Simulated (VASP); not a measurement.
Here is the system:

```xyz
14
Lattice="-3.4076 3.4076 3.4076 3.4076 -3.4076 3.4076 3.4076 3.4076 -3.4076" Properties=species:S:1:pos:R:3 pbc="T T T"
Hf    -1.7038     2.5557     3.4076
Hf     0.8519     3.4076     1.7038
Hf     1.7038     0.8519     3.4076
Hf     2.5557     3.4076    -1.7038
Hf     3.4076    -1.7038     2.5557
Hf     3.4076     1.7038     0.8519
N      0.4555     3.8630    -0.4555
N      2.1592     1.2483    -1.2483
N      2.9521     2.9521     2.9521
N      1.2483    -1.2483     2.1592
N      3.8630    -0.4555     0.4555
N     -1.2483     2.1592     1.2483
N     -0.4555     0.4555     3.8630
N      1.2483     1.2483     1.2483
```

Method: PBE GGA, VASP's PBE PAW potentials (set 64) (plane waves; VASP 6.6.1). Run with LREAL = Auto, 400 eV cut-off, 5×5×5 Γ-centred mesh, Gaussian smearing of 0.010 eV, potentials Hf_pv N.

At this cut-off the stress carries a Pulay error, which pulls relaxed volumes low.

Task: Give the force on each atom (eV/Å).

Result: 
```tsv
atom	Fx	Fy	Fz
Hf1	0.000	0.000	0.000
Hf2	0.000	0.000	0.000
Hf3	0.000	0.000	0.000
Hf4	0.000	0.000	0.000
Hf5	0.000	0.000	0.000
Hf6	0.000	0.000	0.000
N7	-0.148	-0.148	0.148
N8	-0.148	0.148	-0.148
N9	0.148	0.148	0.148
N10	0.148	-0.148	-0.148
N11	-0.148	0.148	-0.148
N12	-0.148	-0.148	0.148
N13	0.148	-0.148	-0.148
N14	0.148	0.148	0.148
```

Task: Give the stress tensor in GPa (positive for a compressed cell).

Result: 
```
-15.29    0.00    0.00
  0.00  -15.29    0.00
  0.00    0.00  -15.29
```
The pressure is its mean diagonal, -15.29 GPa.

The structure comes from a computed database's Hf3N4 entry, a phase known from measurement. The cell was not relaxed at this level.
